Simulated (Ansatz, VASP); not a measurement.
BaFe2 in VASP and in Ansatz

The input INCAR:

```
PREC = Accurate
ENCUT = 520
EDIFF = 1E-6
ISMEAR = 0
SIGMA = 0.1
LREAL = F
LASPH = T
NELM = 150
ALGO = Normal
ISIF = 2
LWAVE = F
LCHARG = F
ISPIN = 2
MAGMOM = 0 4 4
LORBIT = 11
LMAXMIX = 4
GGA = PE
NBANDS = 24
```

The input KPOINTS:

```
Automatic mesh
0
Gamma
  6 6 6
```

File POSCAR:

```
BaFe2
1.0
    0.0000000000      3.0315450500      3.0315450500
    3.0315450500      0.0000000000      3.0315450500
    3.0315450500      3.0315450500      0.0000000000
Ba Fe
1 2
Direct
    0.0000000000      0.0000000000      0.0000000000
    0.2500000000      0.2500000000      0.2500000000
    0.7500000000      0.7500000000      0.7500000000
```

Input for Ansatz:

```yaml
crystal:
  lattice:
    - [0.0, 3.03154505, 3.03154505]
    - [3.03154505, 0.0, 3.03154505]
    - [3.03154505, 3.03154505, 0.0]
  atoms:
    - { symbol: Ba, position: [0.0, 0.0, 0.0] }
    - { symbol: Fe, position: [0.25, 0.25, 0.25], spin: 4.0 }
    - { symbol: Fe, position: [0.75, 0.75, 0.75], spin: 4.0 }
basis:
  ecutwfc: 420
kpoints:
  mp_grid: { grid: [6, 6, 6] }
hamiltonian:
  xc: pbe
scf:
  occupations: { method: gaussian, width: 0.1 }
  lower_state_search: "off"
output:
  forces: true
  stress: true
  eigenvalues: true
  populations: true
magnetization:
  spin_polarized: true
```

Change from the starting cell: species swapped into the YbH2 type (Fm-3m, No. 225).

Alike in both runs: task single point; functional PBE; k mesh 6 × 6 × 6; occupations gaussian, width 0.1 eV; collinear spin.

|  | VASP | Ansatz |
| --- | --- | --- |
| version | VASP 6.6.1 | Ansatz 0.2.0 |
| potentials or method | VASP PAW PBE potentials, release 64 (Ba_sv, Fe) | scalar-relativistic, plane waves, PAW |
| plane-wave cutoff (eV) | 520 | 420 |
| valence electrons in the cell | 26 | 42 |

|  | VASP | Ansatz | Ansatz less VASP |
| --- | --- | --- | --- |
| gap on the k mesh at the Fermi level (eV) | none | none | - |
| pressure (GPa) | 13.3 | 6.7 | -6.60 |
| net moment per atom (μB) | 1.26 | 1.22 | -0.042 |
| size of the moment on the site where the two differ most (μB) | 0.23 | 0.06 | -0.170 |

Site moments also hang on the region over which each program counts them. A gap of «none» marks a metal or a gap that the smearing closes. One of these differences is far larger than is usual between the two programs; its cause wasn't traced. The two sets of potentials don't hold the same shells in valence.

The runs have no spin-orbit coupling, so splittings on Ba are missing.
